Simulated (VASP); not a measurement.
OSZICAR of a VASP run on MgC$_{62}$:

### OSZICAR
```
       N       E                     dE             d eps       ncg     rms          rms(c)
DAV:   1    -0.644024575539E+03   -0.64402E+03   -0.81314E+00   316   0.796E+00    0.395E+00
DAV:   2    -0.644041148757E+03   -0.16573E-01   -0.11909E-01   352   0.851E-01    0.239E+00
DAV:   3    -0.644022774383E+03    0.18374E-01   -0.14586E-02   360   0.309E-01    0.130E+00
DAV:   4    -0.644017697967E+03    0.50764E-02   -0.47176E-03   360   0.180E-01    0.684E-01
DAV:   5    -0.644016355442E+03    0.13425E-02   -0.11540E-03   354   0.912E-02    0.362E-01
DAV:   6    -0.644015982313E+03    0.37313E-03   -0.27072E-04   338   0.457E-02    0.193E-01
DAV:   7    -0.644015875205E+03    0.10711E-03   -0.64852E-05   346   0.231E-02    0.104E-01
DAV:   8    -0.644015844065E+03    0.31140E-04   -0.14690E-05   208   0.117E-02    0.578E-02
DAV:   9    -0.644015835311E+03    0.87540E-05   -0.58032E-06   216   0.805E-03
   1 F= -.64401584E+03 E0= -.64401584E+03  d E =-.109357E-14
```

Task: Which electronic solver shows in the log?

Result: It is blocked Davidson (ALGO = Normal, or the opening steps of other solvers). The INCAR had ALGO = Normal.

Task: Can the final energy be trusted as converged?

Result: Self-consistency was reached. It stopped with EDIFF = 1E-5, NELM = 50 (HSE06 screened hybrid, plane waves, VASP's PBE PAW potentials (set 64)).  The supercell is sampled at Γ alone, which is coarse: total energies, pressure and levels can be off, energies of defects by several tenths of an eV.

The cell is a supercell with a defect, built from C (diamond): Mg_C-vac_C. The cell's shape comes from a PBE relaxation. The run is not spin-polarised, so no state with unpaired spins was tried.
